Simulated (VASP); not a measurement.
Given:

```yaml
crystal:
  lattice:
    - [1.81397, -3.14189, 0.00000]
    - [1.81397, 3.14189, 0.00000]
    - [0.00000, 0.00000, 5.76911]
  atoms:
    - { symbol: Tl, position: [0.33333, 0.66667, 0.25000] }
    - { symbol: Tl, position: [0.66667, 0.33333, 0.75000] }
```

The numbers are results of revPBE GGA, VASP's PBE PAW potentials (set 64) (plane waves; VASP), not measurements. Run with 520 eV cut-off, Gaussian smearing of 0.050 eV, potentials Tl_d.

Unless said otherwise, spin-orbit coupling is left out, though it shifts the bands of the heavy elements here.

Task: Estimate the band gap (along the path) with the smallest direct gap where there is one.

Result: 
```
Item                                                          Value
-------------------------  ----------------------------------------
band gap (along the path)  none (metal, semimetal or under 0.01 eV)
```

Only differences to runs with the same potentials and settings are physical.

The compound is Tl in the hcp structure. It was relaxed first, which changed the volume by +15 %.
